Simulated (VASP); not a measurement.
```xyz
2
Lattice="0.0000 2.8764 2.8764 2.8764 0.0000 2.8764 2.8764 2.8764 0.0000" Properties=species:S:1:pos:R:3 pbc="T T T"
Na     0.0000     0.0000     0.0000
Cl     2.8764     2.8764     2.8764
```

The base run (VASP): PBE GGA, plane waves, VASP's PBE PAW potentials (set 64). Settings: 400 eV cut-off, 7×7×7 Γ-centred mesh, Gaussian smearing of 0.050 eV, potentials Na_pv Cl.

The base run took about 5 core-seconds. The timings are rough (shared machines, no repeats); factors under 2 mean little.

Pressures at a finite cut-off, here 400 eV, hold a Pulay part, which wasn't tested here.

```json
[
 {"setting": "base run", "cost over the base run": "reference", "electronic steps": "12", "pressure (GPa)": "-0.84"},
 {"setting": "GGA = 91", "cost over the base run": "within a factor of 2", "electronic steps": "12", "pressure (GPa)": "-0.86"},
 {"setting": "IVDW = 13", "cost over the base run": "within a factor of 2", "electronic steps": "12", "pressure (GPa)": "-1.54"},
 {"setting": "GGA = RP", "cost over the base run": "within a factor of 2", "electronic steps": "13", "pressure (GPa)": "0.81"},
 {"setting": "GGA = AM", "cost over the base run": "within a factor of 2", "electronic steps": "12", "pressure (GPa)": "-0.93"},
 {"setting": "GGA removed, LMIXTAU = .TRUE., METAGGA = TPSS", "cost over the base run": "about 6 times", "electronic steps": "17", "pressure (GPa)": "-0.80"},
 {"setting": "GGA removed, LMIXTAU = .TRUE., METAGGA = R2SCAN", "cost over the base run": "___", "electronic steps": "___", "pressure (GPa)": "___"}
]
```

Problem. Some entries are withheld; supply them.

Solution. 
- GGA removed, LMIXTAU = .TRUE., METAGGA = R2SCAN, cost over the base run: about 7 times
- GGA removed, LMIXTAU = .TRUE., METAGGA = R2SCAN, electronic steps: 20
- GGA removed, LMIXTAU = .TRUE., METAGGA = R2SCAN, pressure (GPa): -2.12

Left out are runs that failed, have no time on record or changed the cell.

The compound is NaCl in the rock salt structure. The cell was not relaxed at this level.
